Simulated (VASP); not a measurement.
Data:

```
CELL_PARAMETERS angstrom
      0.00000     2.82229     2.82229
      2.82229     0.00000     2.82229
      2.82229     2.82229     0.00000
ATOMIC_POSITIONS crystal
  Mo 0.00000 0.00000 0.00000
  Se 0.25000 0.25000 0.25000
```

Calculation: PBE GGA, VASP's PBE PAW potentials (set 64) (plane waves; VASP). Numerical set-up: 400 eV cut-off, Gaussian smearing of 0.050 eV, potentials Mo_sv Se.

Q: Give the energies of bands 6 to 13 at the high-symmetry points, in eV from the Fermi level.

A: 
```
band      Γ      X      U      L      W
----  -----  -----  -----  -----  -----
6     -4.93  -6.08  -5.62  -5.61  -5.29
7     -4.93  -3.85  -4.42  -4.55  -4.92
8     -4.93  -3.85  -4.06  -4.55  -3.83
9     -0.56  -1.49  -1.61  -0.22  -1.64
10    -0.56   0.08  -0.30  -0.22  -0.72
11     1.26   0.23   0.03  -0.05   0.21
12     4.27   0.72   1.38   2.27   1.02
13     4.27   0.72   1.62   2.27   2.12
```

It has no gap at this level: it comes out as a metal or semimetal.

The structure was generated: MoSe was put into the zinc blende type (F-43m), which need not be its known phase. It was relaxed first, which changed the volume by -29 %.
